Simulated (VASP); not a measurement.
Input:

```
CELL_PARAMETERS angstrom
     -1.59771     1.59771     1.59771
      1.59771    -1.59771     1.59771
      1.59771     1.59771    -1.59771
ATOMIC_POSITIONS crystal
  Mo 0.00000 0.00000 0.00000
```

Calculation: PBE GGA, VASP's PBE PAW potentials (set 64) (plane waves; VASP). Numerical set-up: 520 eV cut-off, 16×16×16 Γ-centred mesh, first-order Methfessel-Paxton smearing of 0.10 eV, potentials Mo_sv.

Task: Estimate the energy per atom (σ→0), pressure, band gap (on the k-mesh) with the smallest direct gap where there is one.

Result: 
band gap (on the k-mesh): none (metal, semimetal or under 0.01 eV)
energy per atom (σ→0): -10.928 eV/atom
pressure: -7.69 GPa

Total energies compare only between runs with the same potentials, cut-off and functional.

The compound is Mo in the bcc structure. This cell is one point of a volume scan, at 1.03 of the reference volume.
